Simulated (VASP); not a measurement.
# TiC (relaxed from the CsCl structure, space group Pm-3m): computed properties

Computed with r2SCAN meta-GGA, VASP's PBE PAW potentials (set 64) (plane waves; VASP).

* **space group**: Pm-3m (221)
* **cell**: a = 2.7080 Å, b = 2.7080 Å, c = 2.7080 Å, α = 90.00°, β = 90.00°, γ = 90.00°
* **volume per atom**: 9.93 Å³/atom
* **band gap (over mesh and band path)**: none (metal, semimetal or under 0.01 eV)
* **density**: 5.01 g/cm³

```xyz
2
Lattice="2.7080 0.0000 0.0000 0.0000 2.7080 0.0000 0.0000 0.0000 2.7080" Properties=species:S:1:pos:R:3 pbc="T T T"
Ti     0.0000     0.0000     0.0000
C      1.3540     1.3540     1.3540
```

The structure was generated: TiC was put into the CsCl type (Pm-3m), which need not be its known phase. It was relaxed first, which changed the volume by -13 %. Symmetry was kept, so distortions that lower it aren't found.
